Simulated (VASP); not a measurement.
A run of VASP 6.6.1 is set up as follows.

The input INCAR:

```
SYSTEM = Zr
  ALGO = Fast
  EDIFF = 1E-7
  EDIFFG = -0.01
  ENCUT = 600
  GGA = CA
  IBRION = 2
  ISIF = 4
  ISMEAR = 1
  LASPH = .TRUE.
  LCHARG = .FALSE.
  LREAL = .FALSE.
  LWAVE = .FALSE.
  NELM = 80
  NSW = 40
  PREC = Accurate
  SIGMA = 0.1
```

KPOINTS

```
k-points
0
G
  15 15 7
  0 0 0
```

Contents of POSCAR:

```
Zr                                      
1.0
    3.0849864258      0.0000000000      0.0000000000
   -1.5424932129      2.6716766150     -0.0000000000
    0.0000000000      0.0000000000      4.9784806330
  Zr            
     2
Direct
     0.3333333332999970    0.6666666667000030    0.2500000000000000
     0.6666666667000030    0.3333333332999970    0.7500000000000000
```

Potentials or basis: VASP PAW LDA potentials, release 64 (Zr_sv).

The run is started by

```console
$ cat potpaw_LDA.64/Zr_sv/POTCAR > POTCAR
$ mpirun -np 1 vasp_std > vasp.out
```

(1) Predict the band gap on the k mesh.

(2) Predict the energy gained by relaxing.

## Answers

(1) none (metal or under the smearing width).

(2) 0.5 meV/atom.
